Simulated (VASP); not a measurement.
Here is the system:

```
AlRu
1.0
    2.98250     0.00000     0.00000
    0.00000     2.98250     0.00000
    0.00000     0.00000     2.98250
Al Ru
1 1
Direct
  0.00000   0.00000   0.00000
  0.50000   0.50000   0.50000
```

These are PBE GGA, VASP's PBE PAW potentials (set 64) (plane waves; VASP) values and carry that method's errors. Run with 300 eV cut-off, 11×11×11 Γ-centred mesh, Gaussian smearing of 0.050 eV, potentials Al Ru_pv.

At this cut-off the stress carries a Pulay error, which pulls relaxed volumes low. Energy and stress use the plane-wave basis of the starting cell.

Problem. The ions, cell shape and volume are relaxed. Predict the relaxed structure.

Solution. 
```
AlRu
1.0
    3.00256     0.00000     0.00000
    0.00000     3.00256     0.00000
    0.00000     0.00000     3.00256
Al Ru
1 1
Direct
  0.00000   0.00000   0.00000
  0.50000   0.50000   0.50000
```
Space group Pm-3m (221), at a tolerance of 0.03 Å.

Problem. How do energy and volume change from the first to the last step?

Solution. The energy (σ→0) changes by -3.4 meV/atom and the volume by +2.0 %, in 3 ionic steps.

```tsv
step	E(σ→0) (eV)	max force (eV/Å)	pressure (GPa)	volume (Å³)
1	-14.2363	0.000	4.20	26.53
2	-14.2281	0.000	-5.67	27.89
3	-14.2431	0.000	-0.02	27.07
```

The structure comes from a computed database's AlRu entry; how it stands against other phases isn't given here. This run relaxes it. Symmetry was kept, so distortions that lower it aren't found. The run is one of a series of settings (EDIFFG = -0.01, IBRION = 2, ISIF = 3, NSW = 50 against the base run), some of them coarse on purpose. The electron count is odd and the run is not spin-polarised, which forces a metal.
